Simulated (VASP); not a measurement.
Calculation: r2SCAN meta-GGA, VASP's PBE PAW potentials (set 64) (plane waves; VASP).

Input for VASP

KPOINTS:
```
Automatic mesh
0
Gamma
18 18 18
0 0 0
```

File POSCAR:
```
S
1.0
 -1.5815609965   1.5815609965   1.5815609965
  1.5815609965  -1.5815609965   1.5815609965
  1.5815609965   1.5815609965  -1.5815609965
S
1
Cart
  0.0000000000   0.0000000000   0.0000000000
```

**KPOINTS_OPT**
```
k-points along high-symmetry lines
10
Line-mode
Reciprocal
  0.000000   0.000000   0.000000 ! GAMMA
  0.500000  -0.500000   0.500000 ! H

  0.500000  -0.500000   0.500000 ! H
  0.000000   0.000000   0.500000 ! N

  0.000000   0.000000   0.500000 ! N
  0.000000   0.000000   0.000000 ! GAMMA

  0.000000   0.000000   0.000000 ! GAMMA
  0.250000   0.250000   0.250000 ! P

  0.250000   0.250000   0.250000 ! P
  0.500000  -0.500000   0.500000 ! H

  0.250000   0.250000   0.250000 ! P
  0.000000   0.000000   0.500000 ! N
```

INCAR:
```
ALGO=Normal
EDIFF=1E-7
ENCUT=400
ISIF=2
ISMEAR=-5
LASPH=.TRUE.
LCHARG=.FALSE.
LMIXTAU=.TRUE.
LORBIT=11
LREAL=.FALSE.
LWAVE=.FALSE.
METAGGA=R2SCAN
NEDOS=601
NELM=100
PREC=Accurate
SYSTEM=S
```

POTCAR, in this order: S (PBE.64 set). Program: vasp_std.

Output of the run:

**OSZICAR**
```
       N       E                     dE             d eps       ncg     rms          rms(c)
DAV:   1     0.125822295705E+01    0.12582E+01   -0.25723E+03  2849   0.590E+02
DAV:   2    -0.819234673110E+01   -0.94506E+01   -0.92188E+01  3997   0.748E+01
DAV:   3    -0.832771154968E+01   -0.13536E+00   -0.13484E+00  3248   0.947E+00
DAV:   4    -0.832798378974E+01   -0.27224E-03   -0.27387E-03  4669   0.462E-01
DAV:   5    -0.832798387756E+01   -0.87822E-07   -0.89910E-07  3290   0.525E-03    0.778E+00
DAV:   6    -0.654684584944E+01    0.17811E+01   -0.40016E-01  3479   0.536E+00    0.453E+00
DAV:   7    -0.782851410144E+01   -0.12817E+01   -0.29943E-01  3430   0.502E+00    0.845E-01
DAV:   8    -0.677082151390E+01    0.10577E+01   -0.25979E-01  3493   0.443E+00    0.174E-01
DAV:   9    -0.677433723946E+01   -0.35157E-02   -0.18874E-03  4354   0.524E-01    0.540E-02
DAV:  10    -0.677529800372E+01   -0.96076E-03   -0.51484E-04  3255   0.307E-01    0.908E-02
DAV:  11    -0.677608419009E+01   -0.78619E-03   -0.42963E-04  3276   0.202E-01    0.391E-02
DAV:  12    -0.677608665906E+01   -0.24690E-05   -0.29742E-05  3591   0.695E-02    0.224E-02
DAV:  13    -0.677608022481E+01    0.64342E-05   -0.62039E-06  3843   0.198E-02    0.125E-02
DAV:  14    -0.677608798437E+01   -0.77596E-05   -0.41983E-06  3178   0.268E-02    0.190E-03
DAV:  15    -0.677608889862E+01   -0.91425E-06   -0.35721E-07  3542   0.691E-03    0.215E-03
DAV:  16    -0.677608864375E+01    0.25487E-06   -0.34420E-09  2254   0.806E-04    0.104E-03
DAV:  17    -0.677608853455E+01    0.10921E-06   -0.56263E-08  1988   0.302E-03    0.875E-04
DAV:  18    -0.677608833724E+01    0.19731E-06   -0.61440E-09  1939   0.876E-04    0.155E-04
DAV:  19    -0.677608842998E+01   -0.92740E-07   -0.54650E-10  1848   0.315E-04
   1 F= -.67760884E+01 E0= -.67760884E+01  d E =0.000000E+00
       N       E                     dE             ncg
```

OUTCAR:
```
------------------------ aborting loop because EDIFF is reached ----------------------------------------
  FORCE on cell =-STRESS in cart. coord.  units (eV):
  Direction    XX          YY          ZZ          XY          YZ          ZX
  --------------------------------------------------------------------------------------
  Total       -0.0140671     -0.0140671     -0.0140671     -0.0000000      0.0000000      0.0000000
  in kB       -1.4242897     -1.4242897     -1.4242897     -0.0000000      0.0000000      0.0000000
  external PRESSURE =      -1.4242897 kB  Pullay stress =       0.0000000 kB
  volume of cell :       15.82
      direct lattice vectors                 reciprocal lattice vectors
    -1.581560996  1.581560996  1.581560996     0.000000000  0.316143355  0.316143355
     1.581560996 -1.581560996  1.581560996     0.316143355  0.000000000  0.316143355
     1.581560996  1.581560996 -1.581560996     0.316143355  0.316143355  0.000000000
 POSITION                                       TOTAL-FORCE (eV/Angst)
 -----------------------------------------------------------------------------------
      0.00000      0.00000      0.00000        -0.000000      0.000000      0.000000
 -----------------------------------------------------------------------------------
    total drift:                                0.000000     -0.000000     -0.000000
  FREE ENERGIE OF THE ION-ELECTRON SYSTEM (eV)
  ---------------------------------------------------
  free  energy   TOTEN  =        -6.7760884300 eV

  energy  without entropy=       -6.7760884300  energy(sigma->0) =       -6.77608843

 total charge

# of ion       s       p       d       tot
------------------------------------------
    1        1.429   2.053   0.000   3.481
```
(Selected blocks of OUTCAR.)

For a metal the tetrahedron method with Blöchl corrections gives inexact stress and forces.

The structure was generated: S was put into the bcc type (Im-3m), which need not be its known phase. It was relaxed first.
